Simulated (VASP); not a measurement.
Here is a VASP 6.6.1 calculation.

File POSCAR:

```
SnIr3
1.0
    5.3888861800      0.0000000000      0.0000000000
    0.0000000000      5.3888861800      0.0000000000
    0.0000000000      0.0000000000      5.3888861800
Sn Ir
2 6
Direct
    0.0000000000      0.0000000000      0.0000000000
    0.5000000000      0.5000000000      0.5000000000
    0.2500000000      0.0000000000      0.5000000000
    0.5000000000      0.7500000000      0.0000000000
    0.7500000000      0.0000000000      0.5000000000
    0.5000000000      0.2500000000      0.0000000000
    0.0000000000      0.5000000000      0.7500000000
    0.0000000000      0.5000000000      0.2500000000
```

Contents of INCAR.step1:

```
SYSTEM = SnIr3
PREC = Accurate ; ENCUT = 520
ISMEAR = -5 ; SIGMA = 0.0109
LREAL = .FALSE. ; LASPH = .TRUE.
NELM = 100 ; LMAXMIX = 4
GGA = PE ; ALGO = Normal
EDIFF = 1E-4 ; LWAVE = .TRUE.
LCHARG = .FALSE.
```

Contents of INCAR.step2:

```
SYSTEM = SnIr3
PREC = Accurate ; ENCUT = 520
EDIFF = 1E-6 ; ISMEAR = 0
SIGMA = 0.0109 ; LREAL = .FALSE.
LASPH = .TRUE. ; NELM = 100
ALGO = Normal ; ISIF = 2
LWAVE = .FALSE. ; LCHARG = .FALSE.
LMAXMIX = 4 ; METAGGA = R2SCAN
LMIXTAU = .TRUE. ; LORBIT = 11
ISTART = 1
```

File KPOINTS:

```
regular mesh
0
G
  5 5 5
  0 0 0
```

Potentials or basis: VASP PAW PBE potentials, release 64 (Sn_d, Ir).

Command:

```console
$ cat potpaw_PBE.64/Sn_d/POTCAR potpaw_PBE.64/Ir/POTCAR > POTCAR
$ cp INCAR.step1 INCAR
$ mpirun -np 1 vasp_std > vasp.out
$ cp INCAR.step2 INCAR
$ mpirun -np 1 vasp_std > vasp.out
```

Problem. Estimate the pressure.

Solution. -29.1 GPa.

Problem. Predict the band gap on the k mesh.

Solution. None (metal or under the smearing width).

Caveat: a pressure of tens of GPa on the cell as given is suspect, and the run, the potentials or the cell itself is likely at fault; the PAW data sets were made with another functional, which shifts forces and pressure a little. Spin-orbit coupling is left out, which matters for the levels of Ir.
